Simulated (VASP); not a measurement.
Here is the system:

```yaml
crystal:
  lattice:
    - [0.00000, 2.41955, 2.41955]
    - [2.41955, 0.00000, 2.41955]
    - [2.41955, 2.41955, 0.00000]
  atoms:
    - { symbol: Ca, position: [0.00000, 0.00000, 0.00000] }
    - { symbol: O, position: [0.50000, 0.50000, 0.50000] }
```

Level of theory: PBE GGA, VASP's PBE PAW potentials (set 64) (plane waves; VASP). Numerical set-up: 620 eV cut-off, 9×9×9 Γ-centred mesh, Gaussian smearing of 0.050 eV, potentials Ca_sv O.

**Question.** Predict the energy per atom (σ→0).

**Answer.** 
```json
{
 "energy per atom (σ→0)": "-6.404 eV/atom"
}
```

The absolute energy has meaning only against runs of the same code, potentials and settings.

The compound is CaO in the rock salt structure. It was relaxed first.
